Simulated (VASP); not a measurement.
An input for Ansatz (written as the equivalent of a VASP run, and not itself run):

Ansatz 0.2 input:
```yaml
crystal:
  lattice:
    - [-2.5150200, 2.5150200, 2.5150200]
    - [2.5150200, -2.5150200, 2.5150200]
    - [2.5150200, 2.5150200, -2.5150200]
  atoms:
    - { symbol: Ba, position: [0.0000000, 0.0000000, 0.0000000] }
kpoints:
  mp_grid: { grid: [1, 1, 1] }
hamiltonian:
  xc: pbe
  pseudopotentials: { kind: paw }
scf:
  occupations: { method: gaussian, width: 0.1 }
  max_iter: 100
output: { forces: true, stress: true, eigenvalues: true }
```

Problem. Translate this input to VASP (INCAR, KPOINTS, POSCAR, choice of POTCAR).

Solution. This is not unique; one that fits is 
### POSCAR
```
Ba
4.3561420
 -0.5773503251   0.5773503251   0.5773503251
  0.5773503251  -0.5773503251   0.5773503251
  0.5773503251   0.5773503251  -0.5773503251
Ba
1
Direct
  0.0000000000   0.0000000000   0.0000000000
```

INCAR:
```
NELM = 100   ! most electronic steps
LMAXMIX = 4   ! l cut-off of mixed one-centre charges
PREC = Accurate
EDIFF = 1E-6
ENCUT = 300   ! plane-wave cut-off (eV)
SIGMA = 0.1   ! width (eV)
LWAVE = .FALSE.
ALGO = Normal   ! blocked Davidson
LCHARG = .FALSE.
LASPH = .TRUE.
LREAL = .FALSE.   ! projection in real space or not
ISIF = 2
ISMEAR = 0
GGA = PE
SYSTEM = Ba
```

### KPOINTS
```
Automatic mesh
0
Gamma
1 1 1
0 0 0
```

POTCAR, in this order: Ba_sv (PBE.64 set). Program: vasp_std.

Limits of the translation: each code has its own PAW files, so the cut-off isn't converted (ENCUT is set for VASP's; basis.ecutwfc is left out, and Ansatz then takes the one that its files recommend); Ansatz stops its SCF on the density residual and VASP on the energy change (EDIFF).

The structure is a typed Ba crystal (Im-3m). The cell was not relaxed at this level. The k-mesh is coarse (spacing up to 1.77 per Å, 2π included), so the numbers may not be converged in it. The run is one of a series of settings (KPOINTS 1×1×1 Γ-centred mesh against the base run), some of them coarse on purpose.
